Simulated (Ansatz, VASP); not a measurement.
# BP in two plane-wave programs, part 3 of 3

One calculation is typed for both programs; each brings its own data sets. How far apart do they land? The cell is taken from a series of runs on this material, whose earlier steps may have relaxed, scaled, displaced or heated it; both programs get it as it stands.

VASP 6.6.1 and Ansatz 0.2.0.

So far: The starting structure; Ansatz: zone-centre phonons, LDA, pair 1; VASP: zone-centre phonons, LDA, pair 1; Side by side.

### 5. VASP: zone-centre phonons, LDA, pair 2

Level of this step: LDA; plane waves and PAW (B, P) (VASP).

Second derivatives magnify differences that forces hide, and they need a tight electronic threshold. The cell compared in this pair holds 22.93 Å³, against 22.78 Å³ for the pair before.

Input file INCAR:

```
SYSTEM = BP
PREC = Accurate
ENCUT = 500
EDIFF = 1E-08
NELM = 120
ISMEAR = 0
SIGMA = 0.01
LREAL = .FALSE.
ALGO = Normal
GGA = CA
NBANDS = 10
LORBIT = 11
LWAVE = .FALSE.
LCHARG = .FALSE.
ISIF = 2
IBRION = 8
LEPSILON = .TRUE.
LASPH = .TRUE.
GGA_COMPAT = .FALSE.
EFERMI = MIDGAP
KPAR = 2
```

Input file POSCAR:

```
BP
1.0
    0.0000000000      2.2373022657      2.2901970290
    2.2373022657      0.0000000000      2.2901970290
    2.2373022657      2.2373022657      0.0000000000
B P
1 1
Direct
    0.0000000000      0.0000000000      0.0000000000
    0.7500000000      0.7500000000      0.7500000000
```

Input file KPOINTS:

```
Automatic mesh
0
Gamma
12 12 12
0 0 0
```

Potentials, in the order of the species: B and P (LDA family, release 64).

On the command line:

```
$ mpirun -np 2 vasp_std
```

Numbers of over 12 decimals in the logs are rounded to 6 here.

Log:

```text
[... set-up lines as in an earlier step ...]
 entering main loop
       N       E                     dE             d eps       ncg     rms          rms(c)
DAV:   1     0.653897013691E+01    0.65390E+01   -0.38957E+03  3292   0.694E+02
DAV:   2    -0.147438313047E+02   -0.21283E+02   -0.20277E+02  4608   0.110E+02
DAV:   3    -0.152561738736E+02   -0.51234E+00   -0.51150E+00  4066   0.157E+01
DAV:   4    -0.152581705923E+02   -0.19967E-02   -0.19965E-02  4038   0.110E+00
[...]
DAV:  11    -0.143900731995E+02   -0.18871E-05   -0.56203E-06  4120   0.132E-02    0.363E-02
DAV:  12    -0.143900728750E+02    0.32451E-06   -0.18935E-06  3728   0.620E-03    0.795E-03
DAV:  13    -0.143900728825E+02   -0.75269E-08   -0.71788E-08  3992   0.173E-03
   1 F= -.14390073E+02 E0= -.14390073E+02  d E =0.000000E+00
 Linear response reoptimize wavefunctions to high precision
DAV:   1    -0.143900728795E+02    0.30583E-08   -0.11895E-08  3668   0.510E-04
DAV:   2    -0.143900728795E+02   -0.16257E-10   -0.24109E-10  1886   0.126E-04
 Linear response G [H, r] |phi>, progress :
  Direction:   1
[...]
RMM:  11    -0.410981639101E-01    0.95742E-08    0.15008E-08 15002   0.443E-06    0.284E-07
 first order change of Fermi-energy  -0.73612E-05
 force on displaced ion       2 direction 1 : -19.263   0.000  -0.000
 Born effective charge ion    2 direction 1 :   0.588   0.000   0.000
 Linear response progress:
  Degree of freedom:   4/  4
       N       E                     dE             d eps       ncg     rms          rms(c)
RMM:   1    -0.440018296748E-01   -0.44002E-01    0.28488E-03 12851   0.144E+00
RMM:   2    -0.412218950811E-01    0.27799E-02   -0.86971E-04  8691   0.222E-01    0.153E-01
RMM:   3    -0.412491307756E-01   -0.27236E-04   -0.26561E-05  9240   0.384E-02    0.864E-02
RMM:   4    -0.415377206562E-01   -0.28859E-03   -0.27686E-05  9103   0.367E-02    0.807E-03
[...]
RMM:  10    -0.415013590690E-01   -0.12821E-07    0.68189E-10 10134   0.620E-06    0.537E-06
RMM:  11    -0.415013482732E-01    0.10796E-07    0.70373E-09  8852   0.397E-06    0.371E-07
RMM:  12    -0.415013486564E-01   -0.38319E-09    0.72410E-09  5240   0.273E-06    0.155E-07
 first order change of Fermi-energy  -0.39195E+01
 force on displaced ion       2 direction 3 :  -0.000  -0.000 -19.182
 Born effective charge ion    2 direction 3 :   0.000   0.000   0.562
 Born effective charges drift removed
 Linear response finished
```

Parts of OUTCAR (step 5):

```text
  Total       -0.0160373     -0.0160373     -0.9532315      0.0000000      0.0000000      0.0000000
  in kB       -1.1206988     -1.1206988    -66.6126648      0.0000000      0.0000000      0.0000000
  external PRESSURE =     -22.9513541 kB  Pullay stress =       0.0000000 kB

 POSITION                                       TOTAL-FORCE (eV/Angst)
 -----------------------------------------------------------------------------------
      0.00000      0.00000      0.00000        -0.000000     -0.000000     -0.000000
      3.35595      3.35595      3.43530         0.000000      0.000000      0.000000
 -----------------------------------------------------------------------------------
    total drift:                                0.000000      0.000000     -0.000000

 MACROSCOPIC STATIC DIELECTRIC TENSOR (including local field effects in DFT)
 ------------------------------------------------------
           9.112333     0.000000     0.000000
           0.000000     9.112333    -0.000000
           0.000000     0.000000     9.473575
 ------------------------------------------------------

 MACROSCOPIC STATIC DIELECTRIC TENSOR IONIC CONTRIBUTION
 ------------------------------------------------------
           0.142002    -0.000000    -0.000000
          -0.000000     0.142002    -0.000000
          -0.000000    -0.000000     0.130531
 ------------------------------------------------------

[... 1 part as in an earlier step ...]

[... 1 further part left out ...]
```

### 6. Ansatz: zone-centre phonons, LDA, pair 2

The same cell, functional (in two slightly different forms) and mesh now go to Ansatz, which takes its cutoff from its data sets.

The cell is taken from a series of runs on this material, whose earlier steps may have relaxed, scaled, displaced or heated it; both programs get it as it stands.

Input file input.yaml:

```yaml
crystal:
  lattice:
    - [0.0, 2.2373022657, 2.290197029]
    - [2.2373022657, 0.0, 2.290197029]
    - [2.2373022657, 2.2373022657, 0.0]
  atoms:
    - { symbol: B, position: [0.0, 0.0, 0.0] }
    - { symbol: P, position: [0.75, 0.75, 0.75] }
kpoints:
  mp_grid: { grid: [12, 12, 12] }
hamiltonian:
  xc: lda
  pseudopotentials: { kind: paw, azcp: { folder: soft_1 }, xc_functional: pbe }
scf:
  occupations: { method: fixed }
output:
  eigenvalues: true
phonons:
  method: dfpt
  dielectric: true
  rigid_motions: translations
```

On the command line:

```
$ ansatz run input.yaml --threads 4 --pin off --max-ram 10240MiB --backend cpu --events-out ev --progress --plain --runs-dir out
```

Log:

```text
[...]
Crystal: 2 atoms, lattice volume = 22.927 Å³
Basis set: ecut = 420 eV, 459 PW (Γ), exchange–correlation on 48×48×48 points (8 copies of the dense FFT grid, shifted against one another)
Bands: 8, of which v1, the nominal top of the filled ones, is band 4 counted from 1 (3 counted from 0)
Symmetry: 8 space group operations
k-points: 868 of 1728 (irreducible under 1 space group operation, time reversal used)
[...]
optical modes at Γ + LO–TO along q̂ = [1.0000, 0.0000, 0.0000]:
      ω (cm⁻¹)  modes    IR ((D/Å)²/amu)
[...]
optical modes at Γ + LO–TO along q̂ = [0.0000, 1.0000, 0.0000]:
      ω (cm⁻¹)  modes    IR ((D/Å)²/amu)
[...]
810.38      1             1.0567
        817.03      1             1.0567
  optical modes at Γ + LO–TO along q̂ = [0.0000, 0.0000, 1.0000]:
      ω (cm⁻¹)  modes    IR ((D/Å)²/amu)
        810.38      2             2.1134
        814.67      1             0.9711
[key lines of the parts left out:]
SCF converged after 8 iterations
Free energy (F): -876.628216 eV
Fermi energy:    9.371078 eV
```

### 7. Side by side

Compared:

```
                                    quantity  Ansatz   VASP  difference
                                       ε∞ xx    9.08   9.11     -0.34 %
                                       ε∞ yy    9.08   9.11     -0.34 %
                                       ε∞ zz    9.44   9.47     -0.30 %
Born charge of B1 (mean of the diagonal) (e)   -0.60  -0.58       -0.02
Born charge of P2 (mean of the diagonal) (e)    0.60   0.58       +0.02
                       optical mode 1 (cm⁻¹)   808.8  806.7     +0.25 %
                  optical mode 2 to 3 (cm⁻¹)   810.4  808.5     +0.24 %
```

Modes are paired by rising frequency, not by their patterns, so a pair may set unlike modes beside each other; they are those without the splitting of longitudinal modes.

### 8. Outcome

```json
{"r.m.s. difference of the optical zone-centre modes, each program's sorted by frequency (zone-centre phonons, LDA, pair 1)": "2.0 cm⁻¹", "r.m.s. difference of the optical zone-centre modes, each program's sorted by frequency (zone-centre phonons, LDA, pair 2)": "2.0 cm⁻¹"}
```

What this shows: The r.m.s. difference of the optical zone-centre modes, each program's sorted by frequency is 2.0 cm⁻¹ (zone-centre phonons, LDA, pair 1). How closely two codes agree says nothing of how well the functional describes the real material.

[Lines on the potential files, build, host, timing and source positions are cut from VASP's logs without a mark.]

[Logs are printed without paths, hosts, clocks, repeated set-up lines and the standing remarks that a program may print on its own settings, such as how far it seeks lower states.]

[Hosts, paths, dates, database ids (printed as entryN), source tags and the programs' standing remarks are cut or masked in the printed files.]
